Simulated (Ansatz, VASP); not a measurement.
## Cross-check of Ga14Ge17O55 (amorphous 29Ga2O3-71GeO2 (mol %)) between VASP and Ansatz

One calculation is typed for both programs; each brings its own data sets. How far apart do they land? The cell is taken from a series of runs on this material, whose earlier steps may have relaxed, scaled, displaced or heated it; both programs get it as it stands.

Calculated with Ansatz 0.2.0; plane waves, with VASP 6.6.1 beside it; PBE.

## 1. The structure

The cell holds 86 atoms: 14 Ga, 17 Ge and 55 O. Its edges and angles: a = 10.123 Å, b = 10.123 Å, c = 10.123 Å, α = 90.0°, β = 90.0°, γ = 90.0°. As first built, before any earlier steps moved the atoms or strained the cell (in the runner's words): 86 atoms (14 Fe, 17 Ge, 55 O) placed at random at 4.72 g/cm^3, melted at 5000 K for 10 ps at fixed volume with the Morse and Coulomb pair potential with partial charges (Pedone, Malavasi, Menziani, Cormack and Segre, J. Phys. Chem. B 110, 11780 (2006)). Quenched from 5000 K to 300 K at 100 K/ps and fixed volume, held 5 ps, then minimised at fixed cell. Then Fe was replaced by Ga and the cell scaled by 1.006 (the potential has no terms for the new elements, so the cell is a start for a DFT relaxation).

## 2. Ansatz: single point, PBE

Ansatz runs on its default PAW (the set named soft_2) files.

A single point takes one fixed geometry, so differences don't come from the geometry; what else differs is listed under the comparison.

Input file input.yaml:

```yaml
crystal:
  lattice:
    - [10.12338, 0.0, 0.0]
    - [0.0, 10.12338, 0.0]
    - [0.0, 0.0, 10.12338]
  atoms:
    - { symbol: Ga, position: [0.73662, 0.2055, 0.21684] }
    - { symbol: Ga, position: [0.22793, 0.07486, 0.96156] }
    - { symbol: Ga, position: [0.54738, 0.99422, 0.3937] }
    - { symbol: Ga, position: [0.54062, 0.00217, 0.88503] }
    - { symbol: Ga, position: [0.7816, 0.91034, 0.15436] }
    - { symbol: Ga, position: [0.86181, 0.01112, 0.43164] }
    - { symbol: Ga, position: [0.3078, 0.56011, 0.24231] }
    - { symbol: Ga, position: [0.65021, 0.48835, 0.62386] }
    - { symbol: Ga, position: [0.0251, 0.12245, 0.19881] }
    - { symbol: Ga, position: [0.57897, 0.6789, 0.34919] }
    - { symbol: Ga, position: [0.88635, 0.0243, 0.91524] }
    - { symbol: Ga, position: [0.83406, 0.37612, 0.42902] }
    - { symbol: Ga, position: [0.45507, 0.3158, 0.06721] }
    - { symbol: Ga, position: [0.36603, 0.5516, 0.54727] }
    - { symbol: Ge, position: [0.1624, 0.30767, 0.44552] }
    - { symbol: Ge, position: [0.40814, 0.74249, 0.7731] }
    - { symbol: Ge, position: [0.66802, 0.63853, 0.88386] }
    - { symbol: Ge, position: [0.92814, 0.69013, 0.55519] }
    - { symbol: Ge, position: [0.0803, 0.08075, 0.66193] }
    - { symbol: Ge, position: [0.40636, 0.80361, 0.09456] }
    - { symbol: Ge, position: [0.48398, 0.33738, 0.39321] }
    - { symbol: Ge, position: [0.14212, 0.57943, 0.77798] }
    - { symbol: Ge, position: [0.21588, 0.81554, 0.48775] }
    - { symbol: Ge, position: [0.31184, 0.06609, 0.25775] }
    - { symbol: Ge, position: [0.07505, 0.82682, 0.1526] }
    - { symbol: Ge, position: [0.76914, 0.33825, 0.94218] }
    - { symbol: Ge, position: [0.43059, 0.26165, 0.75347] }
    - { symbol: Ge, position: [0.75079, 0.15615, 0.68029] }
    - { symbol: Ge, position: [0.07634, 0.3885, 0.03875] }
    - { symbol: Ge, position: [0.83182, 0.6135, 0.17918] }
    - { symbol: Ge, position: [0.68018, 0.86643, 0.63856] }
    - { symbol: O, position: [0.32985, 0.1352, 0.80792] }
    - { symbol: O, position: [0.73958, 0.74264, 0.25518] }
    - { symbol: O, position: [0.22731, 0.49979, 0.65557] }
    - { symbol: O, position: [0.45316, 0.93008, 0.21442] }
    - { symbol: O, position: [0.98791, 0.67707, 0.17789] }
    - { symbol: O, position: [0.8273, 0.21531, 0.83918] }
    - { symbol: O, position: [0.71757, 0.71871, 0.74097] }
    - { symbol: O, position: [0.37649, 0.91816, 0.96331] }
    - { symbol: O, position: [0.47555, 0.67273, 0.18713] }
    - { symbol: O, position: [0.58192, 0.81766, 0.48184] }
    - { symbol: O, position: [0.16917, 0.9893, 0.14037] }
    - { symbol: O, position: [0.26157, 0.6807, 0.8491] }
    - { symbol: O, position: [0.83521, 0.8401, 0.53893] }
    - { symbol: O, position: [0.36532, 0.15574, 0.10569] }
    - { symbol: O, position: [0.23863, 0.75176, 0.1375] }
    - { symbol: O, position: [0.49354, 0.59874, 0.69342] }
    - { symbol: O, position: [0.86051, 0.11082, 0.09224] }
    - { symbol: O, position: [0.79636, 0.47834, 0.26828] }
    - { symbol: O, position: [0.06873, 0.72038, 0.46006] }
    - { symbol: O, position: [0.967, 0.9347, 0.27808] }
    - { symbol: O, position: [0.95345, 0.87962, 0.03005] }
    - { symbol: O, position: [0.91669, 0.11113, 0.6007] }
    - { symbol: O, position: [0.16324, 0.20896, 0.58617] }
    - { symbol: O, position: [0.90116, 0.38861, 0.04117] }
    - { symbol: O, position: [0.76473, 0.98028, 0.76466] }
    - { symbol: O, position: [0.64737, 0.28499, 0.3626] }
    - { symbol: O, position: [0.54339, 0.51686, 0.44831] }
    - { symbol: O, position: [0.30656, 0.39836, 0.41855] }
    - { symbol: O, position: [0.31317, 0.76864, 0.62526] }
    - { symbol: O, position: [0.02342, 0.39959, 0.44316] }
    - { symbol: O, position: [0.10605, 0.22102, 0.04005] }
    - { symbol: O, position: [0.64984, 0.2807, 0.05445] }
    - { symbol: O, position: [0.66638, 0.94868, 0.01141] }
    - { symbol: O, position: [0.42107, 0.36126, 0.89166] }
    - { symbol: O, position: [0.74881, 0.31783, 0.60679] }
    - { symbol: O, position: [0.17314, 0.18523, 0.31531] }
    - { symbol: O, position: [0.6686, 0.04791, 0.55348] }
    - { symbol: O, position: [0.47007, 0.32859, 0.60132] }
    - { symbol: O, position: [0.52205, 0.88139, 0.73476] }
    - { symbol: O, position: [0.0659, 0.0487, 0.82965] }
    - { symbol: O, position: [0.09613, 0.46425, 0.89074] }
    - { symbol: O, position: [0.89727, 0.19357, 0.33344] }
    - { symbol: O, position: [0.11759, 0.93781, 0.58225] }
    - { symbol: O, position: [0.69654, 0.46668, 0.84533] }
    - { symbol: O, position: [0.27659, 0.94143, 0.3837] }
    - { symbol: O, position: [0.58167, 0.17071, 0.78294] }
    - { symbol: O, position: [0.51485, 0.70795, 0.92546] }
    - { symbol: O, position: [0.00661, 0.65376, 0.70476] }
    - { symbol: O, position: [0.43332, 0.15521, 0.3646] }
    - { symbol: O, position: [0.1849, 0.45316, 0.15001] }
    - { symbol: O, position: [0.45468, 0.40365, 0.22546] }
    - { symbol: O, position: [0.31942, 0.66932, 0.40065] }
    - { symbol: O, position: [0.76149, 0.6363, 0.02432] }
    - { symbol: O, position: [0.70751, 0.01911, 0.29326] }
    - { symbol: O, position: [0.8064, 0.57009, 0.52818] }
kpoints:
  mp_grid: { grid: [1, 1, 1] }
hamiltonian:
  xc: pbe
scf:
  occupations: { method: fixed }
output:
  forces: true
  stress: true
  populations: true
  dos:
    method: { smearing: { sigma: 0.08 } }
    de: 0.1
    projected: { site_lists: { Ga: [Ga], Ge: [Ge], O: [O] } }
  eigenvalues: true
  write_density: true
  write_potential: true
  volumetric_format: npy
```

Started as:

```sh
$ ansatz run input.yaml --threads 4 --pin off --max-ram 8192MiB --backend cpu --events-out ev --progress --plain --runs-dir out
```

Numbers of over 12 decimals in the logs are rounded to 6 here.

Log:

```text
Engine: ansatz 0.2.0, x86_64-unknown-linux-gnu
Pseudopotentials: kind: paw
Pseudopotential: Ga, paw, valence charge 13, recommended cutoff 420 eV (normal), Ga.paw.azcp
Pseudopotential: Ge, paw, valence charge 14, recommended cutoff 420 eV (normal), Ge.paw.azcp
Pseudopotential: O, paw, valence charge 6, recommended cutoff 420 eV (normal), O.paw.azcp
Functional definition: PBE
  parameter kappa = 0.804
  parameter beta = 0.066725
  exchange = pbe_x(kappa = kappa, mu = beta*pi^2/3)
  correlation = pbe_c(beta = beta)
Crystal: 86 atoms, lattice volume = 1037.473 Å³
Basis set: ecut = 420 eV, 20341 PW (Γ), exchange–correlation on 144×144×144 points (8 copies of the dense FFT grid, shifted against one another)
Bands: 461, of which v1, the nominal top of the filled ones, is band 375 counted from 1 (374 counted from 0)
Symmetry: 1 space group operations
Space group: P1 (ITA 1), of the structure as read, at distance tolerance 1.0e-4 Å
k-points: 1
Non-local potential: Ga, projectors of the file, l = 0: 2, l = 1: 2, l = 2: 3, l = 3: 1
Non-local potential: Ge, projectors of the file, l = 0: 2, l = 1: 2, l = 2: 3, l = 3: 1
Non-local potential: O, projectors of the file, l = 0: 2, l = 1: 2, l = 2: 1
PAW form: soft (Blöchl's): semilocal exchange-correlation on the pseudo side does not see the compensation charge
PAW one-centre angular grid: Ga, 590 points (default); XC on 64 Gauss nodes
PAW one-centre angular grid: Ge, 590 points (default); XC on 64 Gauss nodes
PAW one-centre angular grid: O, 110 points (default); XC on 64 Gauss nodes
Initial density: superposition of atomic densities (neutral atoms: chi_scale 0, normalization atom), corrected by the library's trained network
Initial wavefunctions: pseudopotential atomic-orbital guess
Functional: x = pbe(κ = 0.804, μ = 0.219515), c = pbe(β = 0.066725)
SCF iter   1: F=—  HF=-157175.176087 eV  |F-HF|=—  |Δ(HF+E_count)|=         —  Δρ=3.28e-3  dr2=1.08e-1  ethr=1.77e-3  ⟨swp⟩=5.0  Hψ=1616  notcnv=0  defer=84
preconditioner: auto → Resta (q_TF=auto, 2.585 Å⁻¹)  ε∞=3.7  [insulator: Δε(μ)=0.635 eV  Ē_g=19.364 eV  n_scr=304 (ndim 8)  ℏωp=31.6 eV  f_vac=0.119  ε∞_Penn≈3.7]
SCF iter   2: F=—  HF=-157175.165700 eV  |F-HF|=—  |Δ(HF+E_count)|=   1.04e-2  Δρ=1.77e-3  dr2=2.15e-2  ethr=1.44e-5  ⟨swp⟩=2.0  Hψ=769  notcnv=0  defer=84
SCF iter   3: F=—  HF=-157175.166901 eV  |F-HF|=—  |Δ(HF+E_count)|=   1.20e-3  Δρ=7.03e-4  dr2=6.02e-3  ethr=2.86e-6  ⟨swp⟩=2.0  Hψ=627  notcnv=0  defer=84
SCF iter   4: F=—  HF=-157175.166888 eV  |F-HF|=—  |Δ(HF+E_count)|=   1.30e-5  Δρ=2.08e-4  dr2=4.63e-4  ethr=8.02e-7  ⟨swp⟩=2.0  Hψ=628  notcnv=0  defer=84
SCF iter   5: F=—  HF=-157175.167026 eV  |F-HF|=—  |Δ(HF+E_count)|=   1.38e-4  Δρ=1.31e-4  dr2=1.65e-4  ethr=6.17e-8  ⟨swp⟩=2.0  Hψ=738  notcnv=0  defer=82
SCF iter   6: F=—  HF=-157175.167057 eV  |F-HF|=—  |Δ(HF+E_count)|=   3.10e-5  Δρ=3.55e-5  dr2=1.25e-5  ethr=2.20e-8  ⟨swp⟩=2.0  Hψ=640  notcnv=0  defer=81
SCF iter   7: F=—  HF=-157175.167995 eV  |F-HF|=—  |Δ(HF+E_count)|=   9.38e-4  Δρ=2.09e-5  dr2=4.34e-6  ethr=1.67e-9  ⟨swp⟩=2.0  Hψ=788  notcnv=0  defer=81
SCF iter   8: F=—  HF=-157175.167997 eV  |F-HF|=—  |Δ(HF+E_count)|=   1.74e-6  Δρ=6.56e-6  dr2=4.37e-7  ethr=5.79e-10  ⟨swp⟩=2.0  Hψ=654  notcnv=0  defer=81
SCF iter   9: F=—  HF=-157175.167997 eV  |F-HF|=—  |Δ(HF+E_count)|=   2.64e-7  Δρ=3.38e-6  dr2=1.12e-7  ethr=1.33e-11  ⟨swp⟩=17.0  Hψ=3794  notcnv=0
SCF iter  10: F=-157175.167997 eV  HF=-157175.167997 eV  |F-HF|=1.43e-8  |Δ(HF+E_count)|=   5.08e-8  Δρ=1.35e-6  dr2=1.97e-8  ethr=1.33e-11  ⟨swp⟩=8.0  Hψ=2579  notcnv=0
SCF 1 converged in 10 iterations: F = -157175.167997 eV  dr2 = 1.97e-8
  greatest PAW one-centre occupation: 0.999 electrons in one spin orbital (limit 2), on the Ge atom at site 15 (counted from 0), in its partial waves of l = 2
SCF converged after 10 iterations
Free energy (F): -157175.167997 eV
Harris-Foulkes:  -157175.167997 eV  (|F-HF|=1.43e-8)
Internal energy: -157175.167997 eV  (E = F + TS)
E sigma→0 (E₀):  -157175.167997 eV
Fermi energy:    6.916301 eV
--- Per-component energies (eV) ---
  E_band       = -4185.548707
  E_kinetic    = 13146.374089
  E_local      = -96053.166456  (includes V_loc(G=0)·N_el)
  E_nonlocal   = 15952.142326
  E_hartree    = 41632.021587
  E_xc         = -6236.368897
  E_vxc        = -7005.358897  (∫ρ·V_xc dr)
  E_paw        = -71147.627849  (= ΣΔE_a)
  E_vpaw       = -13489.710406  (= ΣTr[D̂ρ^β])
  E_aug_tail   = 0.139219  (compensation charges beyond the density's cutoff)
  E_ewald      = -54468.682017
  E_smearing   = -0.000000  (= −TS)
  E_closure    = 0.000000  (closes the sum)
  Σ components = -157175.167997   (vs F -157175.167997, Δ=0.00e0)
--- Forces (eV/Å), atoms counted from 1 ---
  atom   1  Ga     0.48470404    -0.63670387    -0.25847862
  atom   2  Ga     0.72080094     1.27808129    -0.02573108
  atom   3  Ga    -0.03472388    -0.24131519    -0.29161916
[...]
atom  49  O     -0.49766427    -1.78807334     1.11397167
  atom  50  O      0.04525966    -0.48326308    -1.45572521
  atom  51  O     -0.43331123     0.60025870     0.40668189
  atom  52  O     -1.11507227     0.12314918    -0.84590327
  atom  53  O     -1.19062294     0.04298196    -1.04295727
  atom  54  O      1.33129679     0.64651353     0.99202916
  atom  55  O     -0.57231582     0.66868395     0.93070405
  atom  56  O      0.52461849     0.83054007     0.65763840
  atom  57  O      1.84953053    -0.04373806     0.11679918
  atom  58  O      0.21967985     0.01342248     0.28249232
  atom  59  O      1.08912605     1.04600106     0.10539345
  atom  60  O      0.07173423    -0.01260006    -0.76297830
  atom  61  O     -1.58140730     1.18064588    -0.12801377
  atom  62  O      0.14333310    -2.01722751     0.13984567
  atom  63  O     -0.73684383    -0.36026316     1.46975430
  atom  64  O      0.16706348     0.04749517    -0.33796847
  atom  65  O      0.13416285     1.59074923     1.80505428
  atom  66  O      0.09599968     2.09740982    -1.20563977
  atom  67  O     -0.36679538    -0.70339778    -1.13138452
  atom  68  O     -0.29938809    -0.94108512    -1.02943427
  atom  69  O      0.48683373     1.08650633    -1.19364450
[...]
atom  79  O     -1.23588297     0.49650043     1.07530439
  atom  80  O      0.89598354    -1.16214490     0.84158371
  atom  81  O      1.25399918     0.93407133     1.57024006
  atom  82  O     -0.61192335     1.25040782    -0.60702537
  atom  83  O      0.21120509    -1.22655433    -0.36594451
  atom  84  O      0.37965195     0.18053789    -0.26679173
  atom  85  O     -0.05645654     0.09811237     0.39706853
  atom  86  O     -1.23087194    -1.68769096    -0.37478978
  max |Σ_I F_I| component: 3.18e-5 eV/Å
--- Stress (GPa, compression-positive) ---
       -1.635649       0.317640      -0.434355
        0.317640      -0.188902       1.575021
       -0.434355       1.575021      -0.330254
  P = ⅓ Tr σ = -0.7183 GPa (-7.183 kbar)
--- Band table (eV) ---
  k-point 0: bands = [... 371 lower, 6.3852, 6.4833, 6.5828, 6.9163, 7.4782, 9.5140, 9.6852, 9.8741, ... 82 higher]
--- Löwdin populations: 86 sites ---
  site symbol       q [e]
     0     Ga     11.9636
     1     Ga     11.9774
     2     Ga     11.9804
     3     Ga     11.9860
     4     Ga     11.9915
     5     Ga     11.9846
     6     Ga     11.9777
     7     Ga     12.0068
     8     Ga     12.0121
     9     Ga     11.9351
    10     Ga     11.9723
    11     Ga     11.9824
    12     Ga     11.9458
    13     Ga     12.0090
    14     Ge     12.3927
    15     Ge     12.4510
    16     Ge     12.3923
    17     Ge     12.3828
    18     Ge     12.3979
    19     Ge     12.4513
    20     Ge     12.4740
    21     Ge     12.3603
    22     Ge     12.4401
    23     Ge     12.4984
[...]
78      O      6.7606
    79      O      6.6706
    80      O      6.7126
    81      O      6.6743
    82      O      6.6473
    83      O      6.7556
    84      O      6.6178
    85      O      6.6804
  spilling = 0.004088 (of n_electrons = 750.000000)
```

The column dr2 measures how far the density is from self-consistency, as an energy; F and HF (Harris–Foulkes) agree once it is small.

[end of part 1 of 2]

[Lines on the potential files, build, host, timing and source positions are cut from VASP's logs without a mark.]

[Logs are printed without paths, hosts, clocks, repeated set-up lines and the standing remarks that a program may print on its own settings, such as how far it seeks lower states.]

[Hosts, paths, dates, database ids (printed as entryN), source tags and the programs' standing remarks are cut or masked in the printed files.]
